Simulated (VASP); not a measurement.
Here is the system:

```
SrVO3
1.0
    3.79735     0.00000     0.00000
    0.00000     3.79735     0.00000
    0.00000     0.00000     3.79735
Sr V O
1 1 3
Direct
  0.00000   0.00000   0.00000
  0.50000   0.50000   0.50000
  0.50000   0.00000   0.50000
  0.00000   0.50000   0.50000
  0.50000   0.50000   0.00000
```

Calculation: MS2 meta-GGA, VASP's PBE PAW potentials (set 64) (plane waves; VASP 6.6.1). Numerical set-up: 520 eV cut-off, 8×8×8 Γ-centred mesh, first-order Methfessel-Paxton smearing of 0.10 eV, potentials Sr_sv V_sv O.

Q: Give the stress tensor in GPa (positive for a compressed cell).

A: 
```
6.65  0.00  0.00
0.00  6.65  0.00
0.00  0.00  6.65
```
The pressure is its mean diagonal, 6.65 GPa.

The compound is SrVO3 in the cubic perovskite structure. This cell is one point of a volume scan, at 0.97 of the reference volume. The run is not spin-polarised, so no magnetic state was tried. The electron count is odd and the run is not spin-polarised, which forces a metal.
